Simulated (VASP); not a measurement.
KF (rock salt), at 1.04 of the tabulated volume:

```xyz
2
Lattice="0.0000 2.7102 2.7102 2.7102 0.0000 2.7102 2.7102 2.7102 0.0000" Properties=species:S:1:pos:R:3 pbc="T T T"
K      0.0000     0.0000     0.0000
F      2.7102     2.7102     2.7102
```

The lowest empty band near Γ, direction [100], from PBE with spin-orbit coupling in VASP (PAW); its two spin partners are averaged. The gap over the points computed is 5.93 eV, and the next band on that side lies 4.61 eV away at the edge.

Settings: 520 eV cut-off, 9×9×9 Γ-centred mesh, Gaussian smearing of 0.050 eV, potentials K_sv F.

```json
[
 {"distance from the edge in k (1/Å)": "0.025", "distance in energy (meV)": "4.3"},
 {"distance from the edge in k (1/Å)": "0.035", "distance in energy (meV)": "8.5"},
 {"distance from the edge in k (1/Å)": "0.050", "distance in energy (meV)": "17.3"},
 {"distance from the edge in k (1/Å)": "0.070", "distance in energy (meV)": "33.8"}
]
```

**Question.** Fit E(1 + αE) = ħ²k²/2m* (ħ²/2m0 = 3.810 eV Å²) and predict the row at 0.095 1/Å.

**Answer.** The rows don't resolve α, so a parabola serves: the electron mass is m* = 0.552 m0, and so 62.3 meV. The run gave 61.9 meV, -0.4 meV from the fit.

Left out are points under 3 meV from the edge, since the levels carry 0.1 meV, and points farther than half the way to the next band.

The compound is KF in the rock salt structure. The cell was not relaxed at this level.
